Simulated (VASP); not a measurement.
# BiN (F-43m) in VASP: density of states with PBE

Aim: the density of states of BiN with PBE.

All numbers are computed with VASP 6.6.1; they aren't measurements. Logs are shortened: lines on timing, memory, paths and dates and some standing lists are left out, and cuts for length are marked.

## 1. Starting point

Symmetry: F-43m, No. 216, cubic system. The conventional cell has a = 5.552 Å, b = 5.552 Å, c = 5.552 Å, α = 90.00°, β = 90.00°, γ = 90.00°. Around Bi (site symmetry -43m) lie 4 N at 2.40 Å. N (site symmetry -43m) is surrounded by 4 Bi at 2.40 Å.

The cell comes from a database or a generator and needn't be the stable form of this composition.

## 2. Density of states, PBE

POSCAR reads:

```
BiN
1.0
    0.0000000000      2.7761039627      2.7761039627
    2.7761039627      0.0000000000      2.7761039627
    2.7761039627      2.7761039627      0.0000000000
Bi N
1 1
Direct
    0.0000000000      0.0000000000      0.0000000000
    0.2500000000      0.2500000000      0.2500000000
```

INCAR.step1 reads:

```
  PREC = Accurate
  ENCUT = 520
  EDIFF = 1E-7
  ISMEAR = 0
  SIGMA = 0.05
  LREAL = False
  LASPH = True
  NELM = 100
  ALGO = Normal
  ISIF = 2
  LWAVE = False
  LCHARG = True
  GGA = PE
  NBANDS = 17
```

KPOINTS.step1 reads:

```
regular mesh
0
Gamma
  10 10 10
```

INCAR.step2 reads:

```
  PREC = Accurate
  ENCUT = 520
  EDIFF = 1E-7
  ISMEAR = -5
  SIGMA = 0.05
  LREAL = False
  LASPH = True
  NELM = 100
  ALGO = Normal
  ISIF = 2
  LWAVE = False
  LCHARG = False
  GGA = PE
  LORBIT = 11
  NBANDS = 17
  NEDOS = 2001
  ICHARG = 11
```

KPOINTS.step2 reads:

```
regular mesh
0
Gamma
  15 15 15
```

Potentials or basis: VASP PAW PBE potentials, release 64 (Bi_d, N).

The run is started by

```
$ cat potpaw_PBE.64/Bi_d/POTCAR potpaw_PBE.64/N/POTCAR > POTCAR
$ cp INCAR.step1 INCAR
$ cp KPOINTS.step1 KPOINTS
$ mpirun -np 1 vasp_std > vasp.out
$ cp INCAR.step2 INCAR
$ cp KPOINTS.step2 KPOINTS
$ mpirun -np 1 vasp_std > vasp.out
```

OUTCAR:

```text
PREC = Accurate
   ENCUT = 520
   EDIFF = 1E-7
   ISMEAR = -5
   LREAL = False
   LASPH = True
   NELM = 100
   ISIF = 2
   GGA = PE
   LORBIT = 11
   ICHARG = 11

 ion  position               nearest neighbor table
   1  0.000  0.000  0.000-   2 2.40   2 2.40   2 2.40   2 2.40
   2  0.250  0.250  0.250-   1 2.40   1 2.40   1 2.40   1 2.40

  LATTYP: Found a face centered cubic cell.
 ALAT       =     5.5522079254

  Lattice vectors:

 A1 = (   0.0000000000,   2.7761039627,   2.7761039627)
 A2 = (   2.7761039627,   0.0000000000,   2.7761039627)
 A3 = (   2.7761039627,   2.7761039627,   0.0000000000)

Analysis of symmetry for initial positions (statically):
=====================================================================
 Subroutine PRICEL returns:
 Original cell was already a primitive cell.

 Routine SETGRP: Setting up the symmetry group for a
 face centered cubic supercell.

 Subroutine GETGRP returns: Found 24 space group operations
 (whereof 24 operations were pure point group operations)
 out of a pool of 48 trial point group operations.

The static configuration has the point symmetry T_d .

Analysis of symmetry for dynamics (positions and initial velocities):
=====================================================================
 Subroutine PRICEL returns:
 Original cell was already a primitive cell.

 Routine SETGRP: Setting up the symmetry group for a
 face centered cubic supercell.

 Subroutine GETGRP returns: Found 24 space group operations
 (whereof 24 operations were pure point group operations)
 out of a pool of 48 trial point group operations.

The dynamic configuration has the point symmetry T_d .

 Subroutine INISYM returns: Found 24 space group operations
 (whereof 24 operations are pure point group operations),
 and found     1 'primitive' translations

----------------------------------------------------------------------------------------

                                     Primitive cell

  volume of cell :      42.7895

  direct lattice vectors                    reciprocal lattice vectors
     0.000000000  2.776103963  2.776103963    -0.180108529  0.180108529  0.180108529
     2.776103963  0.000000000  2.776103963     0.180108529 -0.180108529  0.180108529
     2.776103963  2.776103963  0.000000000     0.180108529  0.180108529 -0.180108529

  length of vectors
     3.926003875  3.926003875  3.926003875     0.311957122  0.311957122  0.311957122

  position of ions in fractional coordinates (direct lattice)
     0.000000000  0.000000000  0.000000000
     0.250000000  0.250000000  0.250000000

  ion indices of the primitive-cell ions
   primitive index   ion index
                 1           1
                 2           2

----------------------------------------------------------------------------------------

 KPOINTS: regular mesh

Automatic generation of k-mesh.
 Grid dimensions read from file:
 generate k-points for:   15   15   15

 Generating k-lattice:

  Cartesian coordinates                     Fractional coordinates (reciprocal lattice)
    -0.012007235  0.012007235  0.012007235     0.066666667  0.000000000  0.000000000
     0.012007235 -0.012007235  0.012007235     0.000000000  0.066666667  0.000000000
     0.012007235  0.012007235 -0.012007235     0.000000000  0.000000000  0.066666667

  Length of vectors
     0.020797141  0.020797141  0.020797141

  Shift w.r.t. Gamma in fractional coordinates (k-lattice)
     0.000000000  0.000000000  0.000000000

 TETIRR: Found    484 inequivalent tetrahedra from    20250

 Subroutine IBZKPT returns following result:
 ===========================================

 Found    120 irreducible k-points:

 Following reciprocal coordinates:
            Coordinates               Weight
  0.000000  0.000000  0.000000      1.000000
  0.066667  0.000000  0.000000      8.000000
  0.133333  0.000000  0.000000      8.000000
  0.200000  0.000000  0.000000      8.000000
  0.266667  0.000000  0.000000      8.000000
  0.333333  0.000000  0.000000      8.000000
[... 16 lines left out ...]
  0.133333  0.133333  0.000000      6.000000
  0.200000  0.133333  0.000000     24.000000
 [... further k-points ...]
   k-points           NKPTS =    120   k-points in BZ     NKDIM =    120   number of bands    NBANDS=     17
   number of dos      NEDOS =   2001   number of ions     NIONS =      2
   total plane-waves  NPLWV =  27000
   dimension x,y,z NGX =    30 NGY =   30 NGZ =   30
   dimension x,y,z NGXF=    60 NGYF=   60 NGZF=   60
   ions per type =               1   1
   NGX,Y,Z   is equivalent  to a cutoff of  12.70, 12.70, 12.70 a.u.
   NGXF,Y,Z  is equivalent  to a cutoff of  25.41, 25.41, 25.41 a.u.
 SYSTEM =  unknown system
   PREC   = accura    normal or accurate (medium, high low for compatibility)
   ISTART =      0    job   : 0-new  1-cont  2-samecut
   ICHARG =     11    charge: 1-file 2-atom 10-const
   ISPIN  =      1    spin polarized calculation?
   LNONCOLLINEAR =      F non collinear calculations
   LSORBIT =      F    spin-orbit coupling
   LASPH  =      T    aspherical Exc in radial PAW
   ENCUT  =  520.0 eV  38.22 Ry    6.18 a.u.   7.30  7.30  7.30*2*pi/ulx,y,z
   NELM   =    100;   NELMIN=  2; NELMDL=  0     # of ELM steps
   EDIFF  = 0.1E-06   stopping-criterion for ELM
   LREAL  =      F    real-space projection
   EDIFFG = 0.1E-05   stopping-criterion for IOM
   NSW    =      0    number of steps for IOM
   IBRION =     -1    ionic relax: 0-MD 1-quasi-New 2-CG
   NFREE  =      0    steps in history (QN), initial steepest desc. (CG)
   ISIF   =      2    stress and relaxation
   ISYM   =      2    0-nonsym 1-usesym 2-fastsym
   POTIM  = 0.5000    time-step for ionic-motion
   TEBEG  =    0.0;   TEEND  =   0.0 temperature during run
   PSTRESS=    0.0 pullay stress
   NELECT =      20.0000    total number of electrons
   NUPDOWN=      -1.0000    fix difference up-down
   EMIN   =  10.00;   EMAX   =-10.00  energy-range for DOS
   EFERMI =   0.00;   METHOD = LEGACY
   ISMEAR =    -5;   SIGMA  =   0.05  broadening in eV -4-tet -1-fermi 0-gaus
   EFERMI_NEDOS =   21; number of points for ismear=-14 and -15
   IALGO  =     38    algorithm
   IMIX   =      4    mixing-type and parameters
     AMIX     =   0.40;   BMIX     =  1.00
     AMIX_MAG =   1.60;   BMIX_MAG =  1.00
  volume/ion in A,a.u.               =      21.39       144.38
  Fermi-wavevector in a.u.,A,eV,Ry     =   1.270493  2.400885 21.961894  1.614154
  Thomas-Fermi vector in A             =   2.403478
   LORBIT       =     11    0 simple, 1 ext, 2 COOP (PROOUT), +10 PAW based schemes
   GGA     = PE    functional components
   LHFCALC =     F    Hartree Fock is set to
   AEXX    =    0.0000 exact exchange contribution
   IVDW    =     0    specifies the selected vdW correction
   LEPSILON=     F    determine dielectric tensor
   LRPA    =     F    only Hartree local field effects (RPA)
 non-spin polarized calculation
 Fermi weights with tetrahedron method with Bloechl corrections
  energy-cutoff  :      520.00
  volume of cell :       42.79
 maximum number of plane-waves:      1173
 NGX is ok and might be reduce to    30

 number of electron      20.0000007 magnetization

 Free energy of the ion-electron system (eV)
  ---------------------------------------------------
  ext. energy  EPLUGINS =         0.00000000
  ---------------------------------------------------
  free energy    TOTEN  =       -10.55102054 eV

  energy without entropy =      -10.55102054  energy(sigma->0) =      -10.55102054

 E-fermi :   6.2506     XC(G=0):  -9.8232

 val. band max:        6.2535452417   @ k =  -0.4000   0.4667   0.1333
 cond. band min:       6.3031240006   @ k =  -0.3333   0.4667   0.1333
 fundamental gap:      0.0495787589
 Fermi energy:         6.2505907624

 k-point     1 :       0.0000    0.0000    0.0000
  band No.  band energies     occupation
      1     -16.7768      2.00000
      2     -16.7768      2.00000
      3     -16.7768      2.00000
      4     -16.7296      2.00000
      5     -16.7296      2.00000
      6      -9.5034      2.00000
[... 9 lines left out ...]
     16      17.1257      0.00000
     17      17.1257      0.00000

 k-point     2 :       0.0667    0.0000    0.0000
  band No.  band energies     occupation
      1     -16.7778      2.00000
      2     -16.7753      2.00000
      3     -16.7753      2.00000
      4     -16.7296      2.00000
      5     -16.7296      2.00000
      6      -9.4560      2.00000
[... 9 lines left out ...]
     16      16.8864      0.00000
     17      16.8864      0.00000

 k-point     3 :       0.1333    0.0000    0.0000
  band No.  band energies     occupation
      1     -16.7807      2.00000
      2     -16.7715      2.00000
      3     -16.7715      2.00000
      4     -16.7291      2.00000
      5     -16.7291      2.00000
      6      -9.3157      2.00000
[... 9 lines left out ...]
     16      16.5085      0.00000
     17      16.5085      0.00000

 k-point     4 :       0.2000    0.0000    0.0000
  band No.  band energies     occupation
      1     -16.7851      2.00000
      2     -16.7670      2.00000
      3     -16.7670      2.00000
      4     -16.7271      2.00000
      5     -16.7271      2.00000
      6      -9.0905      2.00000
[... 9 lines left out ...]
     16      16.2686      0.00000
     17      16.7019      0.00000

 k-point     5 :       0.2667    0.0000    0.0000
  band No.  band energies     occupation
      1     -16.7903      2.00000
      2     -16.7640      2.00000
      3     -16.7640      2.00000
      4     -16.7228      2.00000
      5     -16.7228      2.00000
      6      -8.7966      2.00000
[... 9 lines left out ...]
     16      16.2438      0.00000
     17      17.5097      0.00000

 k-point     6 :       0.3333    0.0000    0.0000
  band No.  band energies     occupation
      1     -16.7953      2.00000
      2     -16.7629      2.00000
      3     -16.7629      2.00000
      4     -16.7167      2.00000
      5     -16.7167      2.00000
      6      -8.4653      2.00000
[... 9 lines left out ...]
     16      16.4260      0.00000
     17      18.0265      0.00000

 k-point     7 :       0.4000    0.0000    0.0000
  band No.  band energies     occupation
      1     -16.7993      2.00000
      2     -16.7631      2.00000
      3     -16.7631      2.00000
      4     -16.7110      2.00000
      5     -16.7110      2.00000
      6      -8.1540      2.00000
[... 9 lines left out ...]
     16      16.7280      0.00000
     17      17.9795      0.00000

 k-point     8 :       0.4667    0.0000    0.0000
  band No.  band energies     occupation
      1     -16.8016      2.00000
      2     -16.7634      2.00000
      3     -16.7634      2.00000
      4     -16.7076      2.00000
      5     -16.7076      2.00000
      6      -7.9537      2.00000
[... 9 lines left out ...]
     16      16.9758      0.00000
     17      17.7868      0.00000
[... 203 lines left out ...]
      1     -16.7928      2.00000
      2     -16.7620      2.00000
      3     -16.7620      2.00000
      4     -16.7248      2.00000
      5     -16.7178      2.00000
      6      -8.6500      2.00000
[... 9 lines left out ...]
     16      16.4453      0.00000
     17      18.1728      0.00000

 k-point    20 :      -0.2000    0.0667    0.0000
  band No.  band energies     occupation
      1     -16.7881      2.00000
      2     -16.7650      2.00000
      3     -16.7635      2.00000
      4     -16.7294      2.00000
      5     -16.7228      2.00000
      6      -8.9592      2.00000
[... 9 lines left out ...]
     16      16.0877      0.00000
     17      17.7480      0.00000

 k-point    21 :      -0.1333    0.0667    0.0000
  band No.  band energies     occupation
      1     -16.7838      2.00000
      2     -16.7696      2.00000
      3     -16.7670      2.00000
      4     -16.7309      2.00000
      5     -16.7264      2.00000
      6      -9.2085      2.00000
[... 9 lines left out ...]
     16      15.9474      0.00000
     17      17.6249      0.00000

 k-point    22 :      -0.0667    0.0667    0.0000
  band No.  band energies     occupation
      1     -16.7802      2.00000
      2     -16.7737      2.00000
      3     -16.7716      2.00000
      4     -16.7306      2.00000
      5     -16.7284      2.00000
      6      -9.3775      2.00000
[... 9 lines left out ...]
     16      16.3466      0.00000
     17      17.5063      0.00000

 k-point    23 :       0.1333    0.1333    0.0000
  band No.  band energies     occupation
      1     -16.7888      2.00000
      2     -16.7655      2.00000
      3     -16.7655      2.00000
      4     -16.7338      2.00000
      5     -16.7256      2.00000
      6      -9.2523      2.00000
[... 9 lines left out ...]
     16      17.8435      0.00000
     17      17.8435      0.00000

 k-point    24 :       0.2000    0.1333    0.0000
  band No.  band energies     occupation
      1     -16.7939      2.00000
      2     -16.7605      2.00000
      3     -16.7600      2.00000
      4     -16.7352      2.00000
      5     -16.7232      2.00000
      6      -9.0849      2.00000
[... 9 lines left out ...]
     16      17.8230      0.00000
     17      17.9635      0.00000

 [... further k-points ...]

------------------------ aborting loop because EDIFF is reached ----------------------------------------

  FORCE on cell =-STRESS in cart. coord.  units (eV):
  Direction    XX          YY          ZZ          XY          YZ          ZX
  --------------------------------------------------------------------------------------
  -------------------------------------------------------------------------------------
  Total        0.0598358      0.0598358      0.0598358     -0.0000000     -0.0000000     -0.0000000
  in kB        2.2404448      2.2404448      2.2404448     -0.0000000     -0.0000000     -0.0000000
  external PRESSURE =       2.2404448 kB  Pullay stress =       0.0000000 kB

 VOLUME and BASIS-vectors are now :
 -----------------------------------------------------------------------------
  energy-cutoff  :      520.00
  volume of cell :       42.79
      direct lattice vectors                 reciprocal lattice vectors
     0.000000000  2.776103963  2.776103963    -0.180108529  0.180108529  0.180108529
     2.776103963  0.000000000  2.776103963     0.180108529 -0.180108529  0.180108529
     2.776103963  2.776103963  0.000000000     0.180108529  0.180108529 -0.180108529

 POSITION                                       TOTAL-FORCE (eV/Angst)
 -----------------------------------------------------------------------------------
      0.00000      0.00000      0.00000        -0.000000     -0.000000     -0.000000
      1.38805      1.38805      1.38805         0.000000      0.000000      0.000000
 -----------------------------------------------------------------------------------
    total drift:                               -0.000000     -0.000000     -0.000000

  FREE ENERGIE OF THE ION-ELECTRON SYSTEM (eV)
  ---------------------------------------------------
  free  energy   TOTEN  =       -10.5510205424 eV

  energy  without entropy=      -10.5510205424  energy(sigma->0) =      -10.55102054

 total charge

# of ion       s       p       d       tot
------------------------------------------
    1        1.603   1.073   9.972  12.648
    2        1.328   2.221   0.000   3.549
--------------------------------------------------
tot          2.930   3.295   9.972  16.197
```

Run time: 40 s. Hardware: 1 thread of Intel Xeon 6975P-C (Granite Rapids), shared host; peak memory 0.22 GiB.

Results:

```yaml
Valence_electrons_inside_the_program's_atomic_spheres: Bi 12.65; N 3.55
```

Levels at points of the mesh, in eV from the Fermi level:
```csv
k point,band 8,band 9,band 10,band 11,band 12,band 13
"(0.00, 0.00, 0.00)",-2.01,-2.01,-2.01,2.96,2.96,2.96
```

States per cell in windows of 0.5 eV (zero at the Fermi level; states under -8 eV left out):
```
from (eV)  total  N2_p  Bi1_p  Bi1_d  Bi1_s  N2_s  N2_d
     -8.0   0.06  0.00   0.00   0.00   0.03  0.02  0.00
     -7.5   0.01  0.00   0.00   0.00   0.00  0.00  0.00
     -7.0   0.00  0.00   0.00   0.00   0.00  0.00  0.00
     -6.5   0.00  0.00   0.00   0.00   0.00  0.00  0.00
     -6.0   0.00  0.00   0.00   0.00   0.00  0.00  0.00
     -5.5   0.00  0.00   0.00   0.00   0.00  0.00  0.00
     -5.0   0.70  0.18   0.16   0.00   0.01  0.00  0.00
     -4.5   0.71  0.20   0.15   0.01   0.01  0.00  0.00
     -4.0   0.92  0.30   0.19   0.01   0.01  0.00  0.00
     -3.5   0.86  0.32   0.15   0.01   0.01  0.00  0.00
     -3.0   0.63  0.27   0.10   0.01   0.00  0.00  0.00
     -2.5   0.27  0.12   0.03   0.01   0.00  0.00  0.00
     -2.0   0.32  0.13   0.04   0.01   0.02  0.01  0.00
     -1.5   0.41  0.16   0.05   0.00   0.03  0.02  0.00
     -1.0   0.62  0.23   0.07   0.01   0.05  0.03  0.00
     -0.5   0.56  0.20   0.06   0.01   0.05  0.02  0.00
      0.0   0.23  0.07   0.03   0.01   0.02  0.01  0.00
      0.5   0.21  0.04   0.05   0.01   0.01  0.01  0.00
      1.0   0.30  0.06   0.07   0.01   0.01  0.01  0.00
      1.5   0.52  0.11   0.11   0.02   0.01  0.01  0.00
      2.0   0.57  0.15   0.11   0.02   0.01  0.01  0.00
      2.5   0.49  0.12   0.12   0.01   0.01  0.02  0.00
      3.0   0.97  0.17   0.35   0.02   0.01  0.02  0.00
      3.5   0.98  0.17   0.39   0.03   0.00  0.01  0.00
      4.0   0.76  0.16   0.29   0.02   0.00  0.00  0.00
      4.5   0.60  0.17   0.21   0.02   0.00  0.00  0.00
      5.0   0.41  0.14   0.12   0.01   0.00  0.00  0.00
      5.5   0.02  0.00   0.00   0.00   0.00  0.00  0.00
      6.0   0.20  0.03   0.02   0.02   0.00  0.00  0.00
      6.5   0.34  0.03   0.04   0.03   0.00  0.00  0.00
      7.0   0.37  0.02   0.05   0.03   0.00  0.00  0.00
      7.5   0.51  0.03   0.05   0.04   0.01  0.00  0.00
```

Caveat: spin-orbit coupling is left out, which moves the levels of the heavy elements; tetrahedron occupations give inexact forces and stress in metals.
